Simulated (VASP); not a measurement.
Runs of VASP 6.6.1 on Cu. Symmetry: Fm-3m, No. 225, cubic system. The conventional cell has a = 3.570 Å, b = 3.570 Å, c = 3.570 Å, α = 90.00°, β = 90.00°, γ = 90.00°. Around Cu (site symmetry m-3m) lie 12 Cu at 2.52 Å. 

```tsv
level	k mesh	cutoff (eV)	smearing	further INCAR settings	gap on the mesh (eV)	pressure (GPa)
r2SCAN	20 × 20 × 20	520	gaussian 0.1 eV	ALGO = Normal; EDIFF = 1e-06	none	1.5
PBEsol	20 × 20 × 20	700	gaussian 0.1 eV	ALGO = Fast; EDIFF = 1e-06	none	0.2
PBEsol	20 × 20 × 20	520	gaussian 0.5 eV	ALGO = Fast; EDIFF = 1e-06	none	0.2
PBEsol	20 × 20 × 20	900	gaussian 0.1 eV	ALGO = Fast; EDIFF = 1e-06	none	(a)
PBEsol	30 × 30 × 30	520	gaussian 0.1 eV	ALGO = Fast; EDIFF = 1e-06	none	0.1
```

Alike in all rows: task single point; potentials or basis VASP PAW PBE potentials, release 64 (Cu); no spin polarisation; cell as given.

Task: Estimate the missing entries.

Result: (a) 0.3.

Caveats: the PAW data sets were made with another functional, which shifts forces and pressure a little.

A gap of «none» marks a metal or a gap under the smearing width.
